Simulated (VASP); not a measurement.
Be3HgSe4 (ordered alloy cell): computed properties

Computed with PBEsol GGA, VASP's PBE PAW potentials (set 64) (plane waves; VASP).

For Be3HgSe4, the space group comes out as R3m (160). The cell is a = 3.767 Å, b = 3.767 Å, c = 38.112 Å, α = 90.00°, β = 90.00°, γ = 120.00° and the volume per atom is 19.51 Å³/atom. The band gap (over mesh and band path) is 0.75 eV and the smallest direct gap (over mesh and band path) is 0.75 eV. The band-edge character is direct, Γ to Γ. The density comes out as 5.78 g/cm³.

Space group R3m, hexagonal axes (No. 160); a = b = 3.767 Å, c = 38.112 Å, α = β = 90.00°, γ = 120.00°

```tsv
atom	site	symmetry	x	y	z
Hg	3a	3m	0.0000	0.0000	0.0046
Se	3a	3m	0.0000	0.0000	0.3007
Se	3a	3m	0.0000	0.0000	0.5581
Se	3a	3m	0.0000	0.0000	0.8147
Se	3a	3m	0.0000	0.0000	0.0720
Be	3a	3m	0.0000	0.0000	0.2432
Be	3a	3m	0.0000	0.0000	0.5001
Be	3a	3m	0.0000	0.0000	0.7565
```
(The calculation used a cell of 8 atoms; values per cell refer to that cell.)

Unless said otherwise, spin-orbit coupling is left out, though it shifts the bands of the heavy elements here.

The structure was generated: Be3HgSe4 was put into an ordered model structure (R3m), which need not be its known phase. It was relaxed first. Symmetry was kept, so distortions that lower it aren't found.
